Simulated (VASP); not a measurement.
In HgTe (zinc blende type) the Hg atom of the primitive cell, with all its periodic images, is moved by 0.06 Å along [111].

```xyz
2
Lattice="0.0000 3.3300 3.3300 3.3300 0.0000 3.3300 3.3300 3.3300 0.0000" Properties=species:S:1:pos:R:3 pbc="T T T"
Hg    0.0346    0.0346    0.0346
Te    1.6650    1.6650    1.6650
```

All numbers below come from PBE, plane waves, standard recommended PAW potentials in VASP 6.6.1.

Cutoff 303 eV; orbitals from an earlier step on the same cell; potentials Hg Te; PREC = Accurate; k-mesh 4×4×4 Γ-centred; Fermi–Dirac smearing of 0.1 eV; no spin polarisation; no spin–orbit coupling.

Task: What force results?

Result: The force on it along the displacement is -0.1841 eV/Å, a force constant of 3.07 eV/Å². A one-sided step along [111] also holds the cubic anharmonicity.

```
atom  Fx (eV/Å)  Fy (eV/Å)  Fz (eV/Å)
 Hg1    -0.1063    -0.1063    -0.1063
 Te2     0.1063     0.1063     0.1063
```

The k-mesh is coarse, so these values belong to this mesh and can lie far from the converged ones.
